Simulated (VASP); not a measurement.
Consider the following.

```
Eu
1.0
   -2.29000     2.29000     2.29000
    2.29000    -2.29000     2.29000
    2.29000     2.29000    -2.29000
Eu
1
Cartesian
  0.00000   0.00000   0.00000
```

Calculation: PBE GGA, VASP's PBE PAW potentials (set 64) (plane waves; VASP 6.6.1). Run with 400 eV cut-off, 9×9×9 Γ-centred mesh, first-order Methfessel-Paxton smearing of 0.10 eV, potentials Eu_2.

The 4f electrons are frozen in the core of the lanthanide potential, so 4f levels, which can set the real gap, and their magnetism are missing.

Question: Give the stress tensor in GPa (positive for a compressed cell).

Answer: 
```
-1.00   0.00   0.00
 0.00  -1.00   0.00
 0.00   0.00  -1.00
```
The pressure is its mean diagonal, -1.00 GPa.

The compound is Eu in the bcc structure. The cell was not relaxed at this level.
